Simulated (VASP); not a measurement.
All values below come from PBEsol GGA, VASP's PBE PAW potentials (set 64) (plane waves; VASP).

VASP input:

### INCAR
```
# general
SYSTEM   =  TiCo
PREC     =  Accurate
ENCUT    =  500
LREAL    =  .False.   # projection in real space or not
LASPH    =  .True.   # aspherical one-centre terms

# electronic loop
EDIFF    =  1E-6   # SCF stop (eV)
NELM     =  100
ALGO     =  Normal   # blocked Davidson
LMAXMIX  =  4   # l cut-off of mixed one-centre charges

# smearing
ISMEAR   =  1
SIGMA    =  0.1   # width (eV)

# functional
GGA      =  PS

# ions
IBRION   =  2   # conjugate gradients
NSW      =  40
ISIF     =  3   # ions, shape and volume
EDIFFG   =  -0.02   # ionic stop
PSTRESS  =  100

# output
LWAVE    =  .False.
LCHARG   =  .False.
```

**KPOINTS**
```
Automatic mesh
0
Gamma
13 13 13
0 0 0
```

POSCAR:
```
TiCo
1
    2.9060819612     0.0000000000     0.0000000000
    0.0000000000     2.9060819612     0.0000000000
    0.0000000000     0.0000000000     2.9060819612
Ti Co
1 1
Direct
  0.0000000000   0.0000000000   0.0000000000
  0.5000000000   0.5000000000   0.5000000000
```

POTCAR, in this order: Ti_sv Co (PBE.64 set). Program: vasp_std.

The resulting files:

File OUTCAR:
```
 ion  position               nearest neighbor table
   1  0.000  0.000  0.000-   2 2.52   2 2.52   2 2.52   2 2.52   2 2.52   2 2.52   2 2.52   2 2.52
  LATTYP: Found a simple cubic cell.
 ALAT       =     2.9060819612
 Subroutine PRICEL returns:
 Original cell was already a primitive cell.
 Subroutine GETGRP returns: Found 48 space group operations
The static configuration has the point symmetry O_h .
The dynamic configuration has the point symmetry O_h .
 Subroutine INISYM returns: Found 48 space group operations
 Subroutine IBZKPT returns following result:
 Found     84 irreducible k-points:

 Following reciprocal coordinates:
            Coordinates               Weight
  0.000000  0.000000  0.000000      1.000000
  0.076923  0.000000  0.000000      6.000000
  0.153846  0.000000  0.000000      6.000000
  0.230769  0.000000  0.000000      6.000000
  0.307692  0.000000  0.000000      6.000000
  0.384615  0.000000  0.000000      6.000000
  0.461538  0.000000  0.000000      6.000000
  0.076923  0.076923  0.000000     12.000000
  0.153846  0.076923  0.000000     24.000000
  0.230769  0.076923  0.000000     24.000000
  0.307692  0.076923  0.000000     24.000000
  0.384615  0.076923  0.000000     24.000000
  0.461538  0.076923  0.000000     24.000000
  0.153846  0.153846  0.000000     12.000000
  0.230769  0.153846  0.000000     24.000000
  0.307692  0.153846  0.000000     24.000000
  0.384615  0.153846  0.000000     24.000000
  0.461538  0.153846  0.000000     24.000000
  0.230769  0.230769  0.000000     12.000000
  0.307692  0.230769  0.000000     24.000000
  0.384615  0.230769  0.000000     24.000000
  0.461538  0.230769  0.000000     24.000000
  0.307692  0.307692  0.000000     12.000000
  0.384615  0.307692  0.000000     24.000000
  0.461538  0.307692  0.000000     24.000000
  0.384615  0.384615  0.000000     12.000000
  0.461538  0.384615  0.000000     24.000000
  0.461538  0.461538  0.000000     12.000000
  0.076923  0.076923  0.076923      8.000000
  0.153846  0.076923  0.076923     24.000000
  0.230769  0.076923  0.076923     24.000000
  0.307692  0.076923  0.076923     24.000000
  0.384615  0.076923  0.076923     24.000000
  0.461538  0.076923  0.076923     24.000000
  0.153846  0.153846  0.076923     24.000000
  0.230769  0.153846  0.076923     48.000000
  0.307692  0.153846  0.076923     48.000000
  0.384615  0.153846  0.076923     48.000000
  0.461538  0.153846  0.076923     48.000000
  0.230769  0.230769  0.076923     24.000000
   k-points           NKPTS =     84   k-points in BZ     NKDIM =     84   number of bands    NBANDS=     14
   number of dos      NEDOS =    301   number of ions     NIONS =      2
   total plane-waves  NPLWV =  13824
   dimension x,y,z NGX =    24 NGY =   24 NGZ =   24
   dimension x,y,z NGXF=    48 NGYF=   48 NGZF=   48
   ions per type =               1   1
   PREC   = accura    normal or accurate (medium, high low for compatibility)
   ISTART =      0    job   : 0-new  1-cont  2-samecut
   ICHARG =      2    charge: 1-file 2-atom 10-const
   ISPIN  =      1    spin polarized calculation?
   LNONCOLLINEAR =      F non collinear calculations
   LSORBIT =      F    spin-orbit coupling
   INIWAV =      1    electr: 0-lowe 1-rand  2-diag
   ENCUT  =  500.0 eV  36.75 Ry    6.06 a.u.   5.30  5.30  5.30*2*pi/ulx,y,z
   NELM   =    100;   NELMIN=  2; NELMDL= -5     # of ELM steps
   EDIFF  = 0.1E-05   stopping-criterion for ELM
   LREAL  =      F    real-space projection
   NLSPLINE    = F    spline interpolate recip. space projectors
   LMAXMIX     =    4 max onsite mixed and CHGCAR
   VOSKOWN=      0    Vosko Wilk Nusair interpolation
...
```

**OSZICAR**
```
       N       E                     dE             d eps       ncg     rms          rms(c)
DAV:   1     0.148983585482E+03    0.14898E+03   -0.10269E+04  2352   0.187E+03
DAV:   2    -0.102822642743E+02   -0.15927E+03   -0.15655E+03  2430   0.408E+02
DAV:   3    -0.190703245776E+02   -0.87881E+01   -0.87253E+01  3634   0.106E+02
DAV:   4    -0.193381192003E+02   -0.26779E+00   -0.26713E+00  2904   0.153E+01
DAV:   5    -0.193486556427E+02   -0.10536E-01   -0.10536E-01  3406   0.272E+00    0.153E+01
DAV:   6    -0.179096642293E+02    0.14390E+01   -0.17993E+01  2486   0.655E+01    0.923E+00
DAV:   7    -0.186693654173E+02   -0.75970E+00   -0.25338E+01  3790   0.561E+01    0.183E+01
DAV:   8    -0.168842140457E+02    0.17852E+01   -0.12148E+01  3476   0.360E+01    0.179E+00
DAV:   9    -0.169027797160E+02   -0.18566E-01   -0.45210E-01  3536   0.699E+00    0.204E+00
DAV:  10    -0.168846438157E+02    0.18136E-01   -0.10121E-01  3428   0.413E+00    0.467E-01
DAV:  11    -0.168832875835E+02    0.13562E-02   -0.90503E-03  3008   0.117E+00    0.229E-01
DAV:  12    -0.168828808154E+02    0.40677E-03   -0.21601E-03  3786   0.446E-01    0.360E-02
DAV:  13    -0.168828760221E+02    0.47933E-05   -0.65223E-05  2800   0.106E-01    0.310E-02
DAV:  14    -0.168828694646E+02    0.65575E-05   -0.28816E-05  3072   0.604E-02    0.815E-03
DAV:  15    -0.168828687636E+02    0.70098E-06   -0.22043E-06  1594   0.212E-02
   1 F= -.15351030E+02 E0= -.15351394E+02  d E =-.153510E+02
       N       E                     dE             d eps       ncg     rms          rms(c)
DAV:   1    -0.176693257733E+02   -0.78646E+00   -0.19358E+01  2472   0.692E+01    0.892E+00
DAV:   2    -0.187567556553E+02   -0.10874E+01   -0.18878E+01  3034   0.604E+01    0.131E+01
DAV:   3    -0.168394825148E+02    0.19173E+01   -0.11437E+01  3434   0.456E+01    0.317E+00
DAV:   4    -0.167662512909E+02    0.73231E-01   -0.49856E-01  3284   0.723E+00    0.643E-01
DAV:   5    -0.167771831308E+02   -0.10932E-01   -0.38066E-02  3064   0.182E+00    0.758E-01
DAV:   6    -0.167838003010E+02   -0.66172E-02   -0.21304E-02  3634   0.122E+00    0.300E-01
DAV:   7    -0.167870846626E+02   -0.32844E-02   -0.69067E-03  2604   0.640E-01    0.940E-02
DAV:   8    -0.167871659401E+02   -0.81278E-04   -0.16977E-03  3044   0.289E-01    0.620E-02
DAV:   9    -0.167871997338E+02   -0.33794E-04   -0.91492E-05  2698   0.862E-02    0.261E-02
DAV:  10    -0.167872174326E+02   -0.17699E-04   -0.59849E-05  2870   0.748E-02    0.201E-02
DAV:  11    -0.167872168386E+02    0.59395E-06   -0.12172E-05  2608   0.243E-02    0.592E-03
DAV:  12    -0.167872168175E+02    0.21158E-07   -0.64019E-07  1500   0.767E-03
   2 F= -.15338592E+02 E0= -.15338959E+02  d E =0.124379E-01
       N       E                     dE             d eps       ncg     rms          rms(c)
DAV:   1    -0.171902849554E+02   -0.40307E+00   -0.73609E+00  2502   0.447E+01    0.530E+00
DAV:   2    -0.177826903131E+02   -0.59241E+00   -0.83309E+00  3252   0.365E+01    0.122E+01
DAV:   3    -0.168719417772E+02    0.91075E+00   -0.72533E+00  3482   0.292E+01    0.172E+00
DAV:   4    -0.168585363657E+02    0.13405E-01   -0.11811E-01  2570   0.334E+00    0.106E+00
DAV:   5    -0.168562686796E+02    0.22677E-02   -0.38692E-02  3424   0.164E+00    0.507E-01
DAV:   6    -0.168573073496E+02   -0.10387E-02   -0.15144E-03  2918   0.448E-01    0.497E-01
DAV:   7    -0.168583354324E+02   -0.10281E-02   -0.93529E-03  3232   0.899E-01    0.762E-02
DAV:   8    -0.168583595289E+02   -0.24097E-04   -0.11040E-03  3150   0.277E-01    0.488E-02
DAV:   9    -0.168583669445E+02   -0.74156E-05   -0.12773E-04  2966   0.127E-01    0.349E-02
DAV:  10    -0.168583645588E+02    0.23857E-05   -0.13854E-05  2516   0.372E-02    0.115E-02
DAV:  11    -0.168583639950E+02    0.56377E-06   -0.97633E-07  1532   0.109E-02
   3 F= -.15359362E+02 E0= -.15359745E+02  d E =-.833156E-02
```

File OUTCAR:
```
------------------------ aborting loop because EDIFF is reached ----------------------------------------
  FORCE on cell =-STRESS in cart. coord.  units (eV):
  Direction    XX          YY          ZZ          XY          YZ          ZX
  --------------------------------------------------------------------------------------
  Total        1.4816409      1.4816409      1.4816409      0.0000000     -0.0000000      0.0000000
  in kB       98.8418059     98.8418059     98.8418059      0.0000000     -0.0000000      0.0000000
  external PRESSURE =      -1.1581941 kB  Pullay stress =     100.0000000 kB
  volume of cell :       24.02
      direct lattice vectors                 reciprocal lattice vectors
     2.885166979 -0.000000000 -0.000000000     0.346600390  0.000000000 -0.000000000
    -0.000000000  2.885166979 -0.000000000     0.000000000  0.346600390 -0.000000000
     0.000000000  0.000000000  2.885166979     0.000000000  0.000000000  0.346600390
 POSITION                                       TOTAL-FORCE (eV/Angst)
 -----------------------------------------------------------------------------------
      0.00000      0.00000      0.00000        -0.000000     -0.000000      0.000000
      1.44258      1.44258      1.44258         0.000000      0.000000      0.000000
 -----------------------------------------------------------------------------------
    total drift:                                0.000000      0.000000     -0.000000
  FREE ENERGIE OF THE ION-ELECTRON SYSTEM (eV)
  ---------------------------------------------------
  free  energy   TOTEN  =       -16.8583639950 eV

  energy  without entropy=      -16.8595126027  energy(sigma->0) =      -16.85874686
  enthalpy is  TOTEN    =       -15.3593617737 eV   P V=        1.4990022213

 reached required accuracy - stopping structural energy minimisation
```
(Selected blocks of OUTCAR.)

File CONTCAR:
```
TiCo
   1.00000000000000
     2.8851669785488654   -0.0000000000000000   -0.0000000000000000
    -0.0000000000000000    2.8851669785488654   -0.0000000000000000
     0.0000000000000000    0.0000000000000000    2.8851669785488654
  Ti              Co
     1     1
Direct
     0.0000000000000000    0.0000000000000000    0.0000000000000000
     0.5000000000000000    0.5000000000000000    0.5000000000000000
```

Energy and stress use the plane-wave basis of the starting cell.

The compound is TiCo in the CsCl type structure. This run relaxes it under an external pressure of 10 GPa. Symmetry was kept, so distortions that lower it aren't found. The run is not spin-polarised, so no magnetic state was tried. The electron count is odd and the run is not spin-polarised, which forces a metal.
